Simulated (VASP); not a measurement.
Given:

```xyz
1
Lattice="-1.6419 1.6419 1.6419 1.6419 -1.6419 1.6419 1.6419 1.6419 -1.6419" Properties=species:S:1:pos:R:3 pbc="T T T"
Ta     0.0000     0.0000     0.0000
```

Computed with PBEsol GGA, VASP's PBE PAW potentials (set 64) (plane waves; VASP). Run with 480 eV cut-off, 14×14×14 Γ-centred mesh, first-order Methfessel-Paxton smearing of 0.10 eV, potentials Ta_pv.

Energy and stress use the plane-wave basis of the starting cell.

**Question.** The ions, cell shape and volume at an external pressure of 10.0 GPa are relaxed. Predict the relaxed structure.

**Answer.** 
```xyz
1
Lattice="-1.6185 1.6185 1.6185 1.6185 -1.6185 1.6185 1.6185 1.6185 -1.6185" Properties=species:S:1:pos:R:3 pbc="T T T"
Ta     1.6185     1.6185     1.6185
```
Space group Im-3m (229), at a tolerance of 0.03 Å.

**Question.** How do energy and volume change from the first to the last step?

**Answer.** The energy (σ→0) changes by +22.5 meV/atom and the volume by -4.2 %, in 4 ionic steps.

The compound is Ta in the bcc structure. This run relaxes it under an external pressure of 10 GPa. Symmetry was kept, so distortions that lower it aren't found.
